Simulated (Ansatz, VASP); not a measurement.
Two plane-wave programs on Na2Al2O

```xyz
5
Lattice="3.0171 0.0000 0.0000 -1.5085 2.6129 0.0000 0.0000 0.0000 11.3523" Properties=species:S:1:pos:R:3 pbc="T T T"
Na    1.5085    0.8710    4.1274
Na    0.0000    1.7419    7.2249
Al    1.5085    0.8710    9.9446
Al    0.0000    1.7419    1.4077
O     0.0000    0.0000    0.0000
```

Change from the starting cell: species swapped into the TbAl2Ge2 type (P-3m1, No. 164).

Alike in both runs: functional PBE; k mesh 12 × 12 × 4; occupations gaussian, width 0.1 eV; no spin polarisation.

Ansatz relaxed the structure, and its values are those at the end. VASP's run is a single point on that final structure, the one shown.

|  | VASP | Ansatz |
| --- | --- | --- |
| version | VASP 6.6.1 | Ansatz 0.2.0 |
| potentials or method | VASP PAW PBE potentials, release 64 (Na_pv, Al, O) | scalar-relativistic, plane waves, PAW |
| plane-wave cutoff (eV) | 520 | 420 |
| valence electrons in the cell | 26 | 30 |

|  | VASP | Ansatz | Ansatz less VASP |
| --- | --- | --- | --- |
| gap on the k mesh at the Fermi level (eV) | none | none | - |
| pressure (GPa) | 0.0 | 0.0 | +0.01 |

A gap of «none» marks a metal or a gap that the smearing closes. The functional is the same, so the differences come from potentials, cutoffs and numerics. The two sets of potentials don't hold the same shells in valence.
